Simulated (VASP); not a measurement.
Input of a VASP 6.6.1 run:

The input INCAR:

```
  ALGO = Normal
  EDIFF = 1E-6
  ENCUT = 520
  GGA = PE
  ISIF = 2
  ISMEAR = 0
  IVDW = 2
  LASPH = T
  LCHARG = F
  LORBIT = 11
  LREAL = F
  LWAVE = F
  NELM = 60
  PREC = Accurate
  SIGMA = 0.01
```

Contents of KPOINTS:

```
k-points
0
Gamma
  1 1 1
```

Contents of POSCAR:

```
SiBH5
1.0
   12.0000000000      0.0000000000      0.0000000000
    0.0000000000     13.0000000000      0.0000000000
    0.0000000000      0.0000000000     12.0000000000
B Si H
1 1 5
Direct
    0.4829625000      0.4249923100      0.5401750000
    0.4939875000      0.5768615400      0.5107750000
    0.3927291700      0.3864076900      0.5473250000
    0.5620958300      0.3701076900      0.5511000000
    0.4352291700      0.6005615400      0.4042166700
    0.4345958300      0.6331230800      0.6014500000
    0.6094375000      0.6179000000      0.5031916700
```

Potentials or basis: VASP PAW PBE potentials, release 64 (B, Si, H).

Launch:

```bash
$ cat potpaw_PBE.64/B/POTCAR potpaw_PBE.64/Si/POTCAR potpaw_PBE.64/H/POTCAR > POTCAR
$ mpirun -np 1 vasp_gam > vasp.out
```

Problem. Predict the Hirshfeld charges.

Solution. B +0.09; Si +0.22; H -0.05, -0.07, -0.08 e.

Problem. Estimate the dispersion energy per atom.

Solution. -0.003 eV.

Problem. Estimate the gap between the frontier levels.

Solution. 3.74 eV.

Problem. Predict the largest force.

Solution. 0.146 eV/Å.

Forces in eV/Å, atoms in the order of the input:
```
B   -0.007  0.080 -0.015
Si   0.059 -0.132  0.023
H   -0.114 -0.053  0.009
H    0.102 -0.075  0.014
H   -0.075  0.040 -0.110
H   -0.077  0.076  0.090
H    0.111  0.065 -0.011
```

As with any semilocal functional, this PBE gap is likely too small.
